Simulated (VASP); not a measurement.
# How strain moves the gap of PbSe (Clausthalite), part 4 of 5

How do the gap and the pressure of PbSe (Clausthalite) answer to a change of volume or shape? All runs use r2SCAN. Left out of this account: at least 1 further run (fields: a reference on another mesh). The start is a cell from a database of measured crystal structures.

VASP 6.6.1; r2SCAN; plane waves and PAW (Pb_d, Se).

Still holding for the runs below: Spin-orbit coupling is off here; it can split and shift levels that hold much weight on Pb by tenths of an eV or more.

So far, least gap on mesh and path (eV): step 2 (bands, cell as listed) 0.579; step 3 (cell volume +4.0 %) 0.707; step 4 (cell volume +8.0 %) 0.817; step 5 (bands, sheared, principal strains -1.6, -0.4, +2.0 %) 0.378.

### Step 6. Bands, volume times 0.96

The cell is compressed evenly, with fractional positions held.

INCAR

```
SYSTEM = PbSe
PREC = Accurate
ENCUT = 400
EDIFF = 1E-06
NELM = 100
ISMEAR = -1
SIGMA = 0.05
LREAL = .FALSE.
ALGO = Normal
METAGGA = R2SCAN
LASPH = .TRUE.
NBANDS = 22
LORBIT = 11
LWAVE = .FALSE.
LCHARG = .FALSE.
KPAR = 2
```

POSCAR

```
PbSe
1.0
    0.0000000000      3.0192847941      3.0192847941
    3.0192847941      0.0000000000      3.0192847941
    3.0192847941      3.0192847941      0.0000000000
Pb Se
1 1
Direct
    0.0000000000      0.0000000000      0.0000000000
    0.5000000000      0.5000000000      0.5000000000
```

KPOINTS

```
Automatic mesh
0
Gamma
7 7 7
0 0 0
```

KPOINTS_OPT

```
Line mode
16
Line-mode
Reciprocal
  0.00000000   0.00000000   0.00000000 GAMMA
  0.50000000   0.00000000   0.50000000 X

  0.50000000   0.00000000   0.50000000 X
  0.50000000   0.25000000   0.75000000 W

  0.50000000   0.25000000   0.75000000 W
  0.37500000   0.37500000   0.75000000 K

  0.37500000   0.37500000   0.75000000 K
  0.00000000   0.00000000   0.00000000 GAMMA

  0.00000000   0.00000000   0.00000000 GAMMA
  0.50000000   0.50000000   0.50000000 L

  0.50000000   0.50000000   0.50000000 L
  0.62500000   0.25000000   0.62500000 U

  0.62500000   0.25000000   0.62500000 U
  0.50000000   0.25000000   0.75000000 W

  0.50000000   0.25000000   0.75000000 W
  0.50000000   0.50000000   0.50000000 L

  0.50000000   0.50000000   0.50000000 L
  0.37500000   0.37500000   0.75000000 K

  0.62500000   0.25000000   0.62500000 U
  0.50000000   0.00000000   0.50000000 X
```

The projector-augmented-wave data sets are Pb_d and Se (PBE family, release 64).

Command:

```sh
> mpirun -np 2 vasp_std
```

The log of the run:

```text
[... set-up lines as in an earlier step ...]
 entering main loop
       N       E                     dE             d eps       ncg     rms          rms(c)
DAV:   1     0.912114921063E+02    0.91211E+02   -0.78843E+03   886   0.792E+02
DAV:   2    -0.647802890502E+02   -0.15599E+03   -0.14753E+03   952   0.252E+02
DAV:   3    -0.763198451882E+02   -0.11540E+02   -0.11456E+02  1128   0.734E+01
DAV:   4    -0.765842026053E+02   -0.26436E+00   -0.26423E+00  1012   0.118E+01
DAV:   5    -0.765943486983E+02   -0.10146E-01   -0.10146E-01  1270   0.226E+00    0.314E+00
DAV:   6    -0.718963629725E+02    0.46980E+01   -0.15079E+00  1082   0.182E+01    0.221E+00
DAV:   7    -0.718790461015E+02    0.17317E-01   -0.20013E-01  1042   0.309E+00    0.121E+00
DAV:   8    -0.718877488412E+02   -0.87027E-02   -0.13213E-02  1114   0.109E+00    0.600E-01
DAV:   9    -0.718912227006E+02   -0.34739E-02   -0.57048E-03   982   0.701E-01    0.183E-01
DAV:  10    -0.718911114160E+02    0.11128E-03   -0.14590E-04  1178   0.119E-01    0.129E-01
DAV:  11    -0.718910823429E+02    0.29073E-04   -0.57768E-04  1220   0.275E-01    0.275E-02
DAV:  12    -0.718910681445E+02    0.14198E-04   -0.41969E-05  1196   0.781E-02    0.107E-02
DAV:  13    -0.718910687134E+02   -0.56890E-06   -0.70473E-06  1244   0.306E-02
   1 F= -.71891069E+02 E0= -.71891067E+02  d E =-.275381E-05
 Start KPOINTS_OPT (optional k-point list driver)
k-point batch [1-20\160]
       N       E                     dE             ncg
DAV:   1     0.894320181628E+03   -0.67564E+04      888
DAV:   2    -0.231190550616E+04   -0.32062E+04      960
DAV:   3    -0.254922602131E+04   -0.23732E+03     1040
DAV:   4    -0.255474465395E+04   -0.55186E+01     1066
DAV:   5    -0.255494479993E+04   -0.20015E+00     1248
DAV:   6    -0.255495208969E+04   -0.72898E-02     1226
DAV:   7    -0.255495213582E+04   -0.46134E-04     1228
DAV:   8    -0.255495213656E+04   -0.74131E-06      884
[...]
k-point batch [141-160\160]
       N       E                     dE             ncg
DAV:   1     0.845526449684E+03   -0.11010E+05      888
DAV:   2    -0.238517460041E+04   -0.32307E+04      944
DAV:   3    -0.263617989514E+04   -0.25101E+03     1144
DAV:   4    -0.264196311765E+04   -0.57832E+01     1062
DAV:   5    -0.264218278498E+04   -0.21967E+00     1244
DAV:   6    -0.264218750733E+04   -0.47223E-02     1176
DAV:   7    -0.264218763713E+04   -0.12981E-03     1256
DAV:   8    -0.264218763798E+04   -0.84504E-06      948
```

The job ended after 2.1 min (2 MPI ranks of Intel Xeon Platinum 8259CL at 2.50GHz (Skylake/Cascade Lake), shared host; peak memory 0.33 GiB).

From OUTCAR (step 6):

```text
   ENCUT  =  400.0 eV  29.40 Ry    5.42 a.u.   6.96  6.96  6.96*2*pi/ulx,y,z

   NELECT =      20.0000    total number of electrons

 E-fermi :   5.7434

 k-point     1 :       0.0000    0.0000    0.0000
  band No.  band energies     occupation
    ...
      6      -9.0833      2.00000
      7      -0.8329      2.00000
      8       3.2083      2.00000
      9       3.2083      2.00000
     10       3.2083      2.00000
     11      10.5743      0.00000
     12      10.5743      0.00000
     13      10.5743      0.00000
     14      12.3043      0.00000
     15      12.3043      0.00000
    ...

  Total        1.3815705      1.3815705      1.3815705      0.0000000      0.0000000      0.0000000
  in kB       40.2106781     40.2106781     40.2106781      0.0000000      0.0000000      0.0000000
  external PRESSURE =      40.2106781 kB  Pullay stress =       0.0000000 kB

 POSITION                                       TOTAL-FORCE (eV/Angst)
 -----------------------------------------------------------------------------------
      0.00000      0.00000      0.00000         0.000000      0.000000      0.000000
      3.01928      3.01928      3.01928         0.000000      0.000000     -0.000000
 -----------------------------------------------------------------------------------
    total drift:                               -0.000000      0.000000      0.000000

  FREE ENERGIE OF THE ION-ELECTRON SYSTEM (eV)
  ---------------------------------------------------
  free  energy   TOTEN  =       -71.8910687134 eV

  energy  without entropy=      -71.8910659596  energy(sigma->0) =      -71.89106734

[... 4 parts as in an earlier step ...]

[... 12 further parts left out ...]
```

Numbers from this step:

```yaml
irreducible_k_points: 20
symmetry_operations: 48
free_energy_toten: -71.8911 eV
fermi_energy: 5.743 eV
pressure: 4.021 GPa
least_gap_on_mesh_and_path: 0.4282 eV
least_direct_gap_on_mesh_and_path: 0.4282 eV
valence_top_at_k: 0.5, 0.5, 0.5
conduction_bottom_at_k: 0.5, 0.5, 0.5
```

Electronic bands along the path, in eV, zero at the valence-band top; v1 is the highest filled band, c1 the lowest empty one:

```
          point     v4     v3     v2     v1    c1    c2    c3    c4
              Γ  -6.33  -2.29  -2.29  -2.29  5.08  5.08  5.08  6.81
0.53 of the way  -7.73  -3.13  -3.13  -2.20  2.93  4.58  5.19  5.19
              X  -7.68  -5.57  -3.72  -3.72  3.79  6.11  6.11  6.62
0.47 of the way  -8.08  -5.38  -4.03  -2.71  4.21  4.35  6.26  6.57
              W  -8.46  -4.77  -4.77  -1.01  2.08  5.27  5.27  8.24
0.47 of the way  -8.47  -5.03  -4.16  -1.58  2.67  4.76  5.69  7.10
              K  -8.49  -5.14  -3.17  -2.69  3.66  4.30  5.88  6.16
0.53 of the way  -8.05  -3.23  -1.75  -0.63  1.59  2.40  4.43  7.41
              Γ  -6.33  -2.29  -2.29  -2.29  5.08  5.08  5.08  6.81
0.53 of the way  -8.07  -2.08  -2.08  -1.08  2.18  2.93  2.93  6.94
              L  -9.38  -1.83  -1.83   0.00  0.43  1.76  1.76  9.10
0.53 of the way  -9.05  -3.76  -2.48  -1.62  2.14  2.85  4.37  7.71
              U  -8.49  -5.14  -3.17  -2.69  3.66  4.30  5.88  6.16
0.53 of the way  -8.47  -5.03  -4.16  -1.58  2.67  4.76  5.69  7.10
              W  -8.46  -4.77  -4.77  -1.01  2.08  5.27  5.27  8.24
0.47 of the way  -8.96  -3.82  -3.43  -1.03  1.59  3.87  4.57  7.97
              L  -9.38  -1.83  -1.83   0.00  0.43  1.76  1.76  9.10
0.53 of the way  -9.05  -3.76  -2.48  -1.62  2.14  2.85  4.37  7.71
              K  -8.49  -5.14  -3.17  -2.69  3.66  4.30  5.88  6.16
      jump to U  -8.49  -5.14  -3.17  -2.69  3.66  4.30  5.88  6.16
0.47 of the way  -7.99  -5.45  -3.56  -3.37  4.00  5.44  5.76  6.38
              X  -7.68  -5.57  -3.72  -3.72  3.79  6.11  6.11  6.62
```

Of the projections kept (Pb, Se), the largest for each band there, as a share of the weight inside these atoms' spheres; weight between the spheres isn't counted:

```
point       v4       v3       v2       v1       c1       c2       c3       c4
    Γ  Pb 0.68  Se 0.86  Se 0.86  Se 0.86  Pb 0.85  Pb 0.85  Pb 0.85  Se 0.53
    X  Pb 0.92  Se 0.66  Se 0.75  Se 0.75  Pb 0.55  Pb 0.61  Pb 0.61  Se 0.66
    W  Pb 0.94  Se 0.69  Se 0.69  Se 0.80  Pb 0.86  Se 0.70  Se 0.70  Pb 0.73
    K  Pb 0.92  Se 0.67  Se 0.78  Se 0.60  Se 0.55  Pb 0.65  Se 0.67  Pb 0.75
    Γ  Pb 0.68  Se 0.86  Se 0.86  Se 0.86  Pb 0.85  Pb 0.85  Pb 0.85  Se 0.53
    L  Pb 0.87  Se 0.94  Se 0.94  Se 0.59  Pb 0.68  Pb 0.90  Pb 0.90  Se 0.72
```

The electronic bands as a text plot (rows in eV, shown from -8.0 to 6.4 only):

```
    6.1 | +     +++++   +                      +             ++ +
    5.5 |  +  ++  +  +++ ++                   + +++         ++++
    4.9 |+++++ +   + +++   ++   ++++         +   + ++         +
    4.3 |    +++   ++   +    ++++   +          ++   ++     + +
    3.7 |     + +++      +      +   ++      + ++     ++     +++++
    3.1 | +  +      +   +++    +     ++      ++ +         +++
    2.5 |  +         + +  +++ ++       +   +++   +    ++ ++
    1.9 |   +         +    + ++       + +++++     +++  +++ +
    1.3 |                   ++         +   +         ++   +
    0.7 |                               +++            +++
    0.1 |                                **             *
   -0.5 |                    *         **  *           * *
   -1.1 |  **        **    ** **      *          ******   *
   -1.7 | *         *  *    *****   ** **** *   *       ** *
   -2.3 |*** *          ****    *******    ****       ** *****
   -2.9 |   ***    *     **   **             ***     **   * ***
   -3.5 |     *****     *    *              *  *     *     *  ***
   -4.1 |      *   **  *   **                *  *   *
   -4.7 |            **  **                   *  ***        *
   -5.3 |       *****  **                      **            ****
   -5.9 |
   -6.5 |**                      ***
   -7.1 |  *                    *   *
   -7.7 |   ********          **     *                         **
         Γ       X    W  K        Γ      L     U  W     L   K|U X
```

The gap is 0.43 eV, direct at L. That is -0.15 eV from the cell as listed. The pressure is 4.02 GPa.

### Step 7. Bands, volume times 0.92

The cell is scaled evenly once more. A prediction first. A least-squares parabola for the 4 pressures of evenly scaled cells so far, P = 1.46 -58.0 t +114 t² GPa with t = ln(V/V₁) and V₁ the volume at scale 1, gives 7.09 GPa at t = -0.0834. A straight line through the gaps, 0.571 +3.30 t eV, gives 0.30 eV.

INCAR is that of step 6.

POSCAR

```
PbSe
1.0
    0.0000000000      2.9767539910      2.9767539910
    2.9767539910      0.0000000000      2.9767539910
    2.9767539910      2.9767539910      0.0000000000
Pb Se
1 1
Direct
    0.0000000000      0.0000000000      0.0000000000
    0.5000000000      0.5000000000      0.5000000000
```

KPOINTS is that of step 6.

KPOINTS_OPT is that of step 6.

Command:

```sh
> mpirun -np 2 vasp_std
```

The log of the run:

```text
[... set-up lines as in an earlier step ...]
 entering main loop
       N       E                     dE             d eps       ncg     rms          rms(c)
DAV:   1     0.930244701308E+02    0.93024E+02   -0.79511E+03   906   0.791E+02
DAV:   2    -0.641935720287E+02   -0.15722E+03   -0.14830E+03   964   0.256E+02
DAV:   3    -0.762032424392E+02   -0.12010E+02   -0.11935E+02  1102   0.763E+01
DAV:   4    -0.764730468055E+02   -0.26980E+00   -0.26970E+00  1024   0.117E+01
DAV:   5    -0.764834579407E+02   -0.10411E-01   -0.10411E-01  1258   0.233E+00    0.331E+00
DAV:   6    -0.718194540367E+02    0.46640E+01   -0.14579E+00  1064   0.184E+01    0.230E+00
DAV:   7    -0.718000189552E+02    0.19435E-01   -0.18912E-01  1030   0.306E+00    0.127E+00
DAV:   8    -0.718074217794E+02   -0.74028E-02   -0.13330E-02  1148   0.109E+00    0.616E-01
DAV:   9    -0.718103614161E+02   -0.29396E-02   -0.44954E-03   964   0.631E-01    0.171E-01
DAV:  10    -0.718102601042E+02    0.10131E-03   -0.12816E-04  1226   0.114E-01    0.117E-01
DAV:  11    -0.718102285449E+02    0.31559E-04   -0.39612E-04  1202   0.235E-01    0.195E-02
DAV:  12    -0.718102235531E+02    0.49918E-05   -0.18627E-05  1208   0.543E-02    0.856E-03
DAV:  13    -0.718102241408E+02   -0.58777E-06   -0.55657E-06  1194   0.305E-02
   1 F= -.71810224E+02 E0= -.71810222E+02  d E =-.505465E-05
 Start KPOINTS_OPT (optional k-point list driver)
k-point batch [1-20\160]
       N       E                     dE             ncg
DAV:   1     0.105910372645E+04   -0.62199E+04      916
DAV:   2    -0.215720334159E+04   -0.32163E+04      960
DAV:   3    -0.238666590531E+04   -0.22946E+03     1058
DAV:   4    -0.239174853172E+04   -0.50826E+01     1034
DAV:   5    -0.239195536789E+04   -0.20684E+00     1258
DAV:   6    -0.239196137825E+04   -0.60104E-02     1222
DAV:   7    -0.239196141789E+04   -0.39631E-04     1212
DAV:   8    -0.239196141826E+04   -0.37726E-06      870
[...]
k-point batch [141-160\160]
       N       E                     dE             ncg
DAV:   1     0.875446385868E+03   -0.11427E+05      904
DAV:   2    -0.223778382410E+04   -0.31132E+04      954
DAV:   3    -0.247821138603E+04   -0.24043E+03     1136
DAV:   4    -0.248400269976E+04   -0.57913E+01     1052
DAV:   5    -0.248422438884E+04   -0.22169E+00     1296
DAV:   6    -0.248423155282E+04   -0.71640E-02     1138
DAV:   7    -0.248423162694E+04   -0.74122E-04     1314
DAV:   8    -0.248423162792E+04   -0.97403E-06      908
```

The job ended after 2.1 min (2 MPI ranks; peak memory 0.33 GiB; 4.2 min of CPU time).

Parts of OUTCAR (step 7):

```text
   ENCUT  =  400.0 eV  29.40 Ry    5.42 a.u.   6.87  6.87  6.87*2*pi/ulx,y,z

   NELECT =      20.0000    total number of electrons

 E-fermi :   6.2877

 k-point     1 :       0.0000    0.0000    0.0000
  band No.  band energies     occupation
    ...
      6      -8.9251      2.00000
      7      -0.1760      2.00000
      8       3.5583      2.00000
      9       3.5583      2.00000
     10       3.5583      2.00000
     11      11.2398      0.00000
     12      11.2398      0.00000
     13      11.2398      0.00000
     14      12.7706      0.00000
     15      12.7706      0.00000
    ...

  Total        2.3656009      2.3656009      2.3656009      0.0000000      0.0000000     -0.0000000
  in kB       71.8444512     71.8444512     71.8444512      0.0000000      0.0000000     -0.0000000
  external PRESSURE =      71.8444512 kB  Pullay stress =       0.0000000 kB

 POSITION                                       TOTAL-FORCE (eV/Angst)
 -----------------------------------------------------------------------------------
      0.00000      0.00000      0.00000         0.000000     -0.000000      0.000000
      2.97675      2.97675      2.97675        -0.000000      0.000000     -0.000000
 -----------------------------------------------------------------------------------
    total drift:                               -0.000000      0.000000      0.000000

  FREE ENERGIE OF THE ION-ELECTRON SYSTEM (eV)
  ---------------------------------------------------
  free  energy   TOTEN  =       -71.8102241408 eV

  energy  without entropy=      -71.8102190862  energy(sigma->0) =      -71.81022161

[... 4 parts as in an earlier step ...]

[... 12 further parts left out ...]
```

This step gave:

| Property | Result |
| --- | --- |
| free energy (TOTEN) | -71.8102 eV |
| Fermi energy | 6.288 eV |
| pressure | 7.184 GPa |
| least gap on mesh and path | 0.2520 eV |
| least direct gap on mesh and path | 0.2520 eV |

The electronic bands at the labelled points (eV, zero at the valence-band top; v1 is the highest filled band, c1 the lowest empty one):

```
          point     v4     v3     v2     v1    c1    c2    c3    c4
              Γ  -6.30  -2.57  -2.57  -2.57  5.11  5.11  5.11  6.64
0.53 of the way  -7.89  -3.46  -3.46  -2.43  2.91  4.34  5.20  5.20
              X  -7.83  -6.03  -4.09  -4.09  3.54  6.22  6.22  6.75
0.47 of the way  -8.29  -5.83  -4.41  -2.98  4.00  4.37  6.34  6.67
              W  -8.71  -5.19  -5.19  -1.15  1.97  5.21  5.21  8.29
0.47 of the way  -8.73  -5.46  -4.54  -1.77  2.60  4.66  5.69  7.12
              K  -8.76  -5.57  -3.50  -2.93  3.59  4.29  5.92  6.08
0.53 of the way  -8.25  -3.56  -1.99  -0.70  1.46  2.26  4.33  7.39
              Γ  -6.30  -2.57  -2.57  -2.57  5.11  5.11  5.11  6.64
0.53 of the way  -8.28  -2.34  -2.34  -1.18  2.09  2.82  2.82  6.82
              L  -9.73  -2.07  -2.07   0.00  0.25  1.59  1.59  9.10
0.47 of the way  -9.46  -3.79  -2.65  -1.57  1.76  2.53  4.00  7.86
              U  -8.76  -5.57  -3.50  -2.93  3.59  4.29  5.92  6.08
0.47 of the way  -8.74  -5.49  -4.41  -1.93  2.75  4.60  5.75  6.93
              W  -8.71  -5.19  -5.19  -1.15  1.97  5.21  5.21  8.29
0.53 of the way  -9.37  -3.90  -3.41  -1.14  1.33  3.39  4.25  7.96
              L  -9.73  -2.07  -2.07   0.00  0.25  1.59  1.59  9.10
0.53 of the way  -9.38  -4.11  -2.77  -1.79  2.06  2.75  4.38  7.61
              K  -8.76  -5.57  -3.50  -2.93  3.59  4.29  5.92  6.08
      jump to U  -8.76  -5.57  -3.50  -2.93  3.59  4.29  5.92  6.08
0.47 of the way  -8.20  -5.90  -3.91  -3.68  3.79  5.51  5.82  6.48
              X  -7.83  -6.03  -4.09  -4.09  3.54  6.22  6.22  6.75
```

Of the projections kept (Pb, Se), the largest for each band there, as a share of the weight inside these atoms' spheres; weight between the spheres isn't counted:

```
point       v4       v3       v2       v1       c1       c2       c3       c4
    Γ  Pb 0.66  Se 0.86  Se 0.86  Se 0.86  Pb 0.85  Pb 0.85  Pb 0.85  Se 0.53
    X  Pb 0.91  Se 0.65  Se 0.74  Se 0.74  Pb 0.55  Pb 0.61  Pb 0.61  Se 0.67
    W  Pb 0.93  Se 0.68  Se 0.68  Se 0.79  Pb 0.85  Se 0.73  Se 0.73  Pb 0.71
    K  Pb 0.91  Se 0.66  Se 0.77  Se 0.58  Se 0.57  Pb 0.64  Se 0.69  Pb 0.75
    Γ  Pb 0.66  Se 0.86  Se 0.86  Se 0.86  Pb 0.85  Pb 0.85  Pb 0.85  Se 0.53
    L  Pb 0.86  Se 0.93  Se 0.93  Se 0.58  Pb 0.67  Pb 0.90  Pb 0.90  Se 0.71
```

The electronic bands as a text plot (rows in eV, shown from -8.0 to 6.3 only):

```
    6.0 | +    ++++ +  ++                      ++            ++++
    5.4 |+ + +++     ++  ++      ++           +  +++        +  +
    4.8 |++++      + +++   ++   ++ +         +  ++ ++         +
    4.2 |    ++    ++   +    ++++   +       + ++     +     + +
    3.6 | +   +++++     ++      +   ++        ++     ++     +++++
    3.0 |    +      +    ++    +     ++    + +  +         +++
    2.4 |  +         + +   ++ ++       +    ++   +    ++ ++
    1.8 |   +         +    + ++       + +++++     +++  +++ +
    1.2 |                   ++         +   +         ++   +
    0.6 |                               ++             + +
    0.0 |                                *+             +
   -0.6 |                    *         **  *           * *
   -1.2 |  **        **    ** **      *          ******   *
   -1.8 | *            *     *  *   **      *              *
   -2.4 |*   *      *   ***** ****************  *      **** *
   -3.0 | *** *    *      *    **          * ***      *   ****
   -3.5 |    **         **   **             * **     **      ***
   -4.1 |      *****        *                   *   **     *   **
   -4.7 |      *    ** *   *                 *   * **       *
   -5.3 |       *    ******                   *****          *
   -5.9 |        ****                                         ***
   -6.5 |**                      ***
   -7.1 |  *                    *   *
   -7.7 |   **  ***           **     *                          *
         Γ       X    W  K        Γ      L     U  W     L   K|U X
```

The gap is 0.25 eV, direct at L. That is -0.33 eV from the cell as listed. The pressure is 7.18 GPa. The parabola predicted 7.09 GPa, -0.09 GPa off. The line predicted a gap of 0.30 eV, +0.04 eV off.

(Part 4 of 5 ends here.)

[Lines on the potential files, build, host, timing and source positions are cut from VASP's logs without a mark.]

[Logs are printed without paths, hosts, clocks, repeated set-up lines and the standing remarks that a program may print on its own settings, such as how far it seeks lower states.]

[Hosts, paths, dates, database ids (printed as entryN), source tags and the programs' standing remarks are cut or masked in the printed files.]

[A measured line is paired with the nearest computed mode of its activity, which favours agreement.]

[In band tables of VASP the shares of atoms and orbitals are scaled to a sum of 1 inside the atoms' spheres.]
